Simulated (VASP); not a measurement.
An input for Quantum ESPRESSO's pw.x (written as the equivalent of a VASP run, and not itself run):

```
&CONTROL
  calculation = 'scf'
  pseudo_dir = './pseudo'
  outdir = './out'
  tprnfor = .true.
  tstress = .true.
/
&SYSTEM
  ibrav = 0
  nat = 4
  ntyp = 2
  ecutwfc = 102
  occupations = 'smearing'
  smearing = 'gaussian'
  degauss = 0.003675
  input_dft = 'pbe'
/
&ELECTRONS
  conv_thr = 7.3e-08
  electron_maxstep = 100
/
ATOMIC_SPECIES
  Cd 112.414 Cd.upf
  S 32.060 S.upf
CELL_PARAMETERS angstrom
     3.8894711    0.0000000    0.0000000
     0.0000000    5.4830146    0.0000000
     0.0000000    0.0000000    3.8883829
ATOMIC_POSITIONS crystal
  Cd   0.5000000  0.5000000  0.2442288
  Cd   0.0000000  0.0000000  0.7557712
  S    0.5000000  0.0000000  0.2538945
  S    0.0000000  0.5000000  0.7461055
K_POINTS automatic
  4 4 4 0 0 0
```

### Question
Write the VASP files for the same calculation (PBE).

### Answer
Several could match; the one computed here: 
**INCAR**
```
NELM=100
LWAVE=.TRUE.
SYSTEM=CdS
ENCUT=400   # plane-wave cut-off (eV)
GGA=PE
ISMEAR=0
ALGO=Normal
SIGMA=0.05   # width (eV)
LREAL=.FALSE.
LMAXMIX=4
LCHARG=.FALSE.
EDIFF=1E-6
PREC=Accurate
LASPH=.TRUE.
```

### POSCAR
```
CdS
1
    3.8894710558     0.0000000000     0.0000000000
    0.0000000000     5.4830145789     0.0000000000
    0.0000000000     0.0000000000     3.8883829295
Cd S
2 2
Direct
  0.5000000000   0.5000000000   0.2442287666
  0.0000000000   0.0000000000   0.7557712334
  0.5000000000   0.0000000000   0.2538945091
  0.0000000000   0.5000000000   0.7461054909
```

**KPOINTS**
```
Automatic
0
G
4 4 4
0 0 0
```

POTCAR, in this order: Cd S (PBE.64 set). Program: vasp_std.

The two are equivalent in intent, not identical: the potentials are each code's own (VASP's PAW set, PseudoDojo norm-conserving files in pw.x), so ENCUT and ecutwfc are chosen apart and not converted; conv_thr bounds pw.x's estimated SCF error, while EDIFF bounds the energy change between steps.

The structure comes from a computed database's CdS entry (Pmmn); how it stands against other phases isn't given here. It was relaxed first.
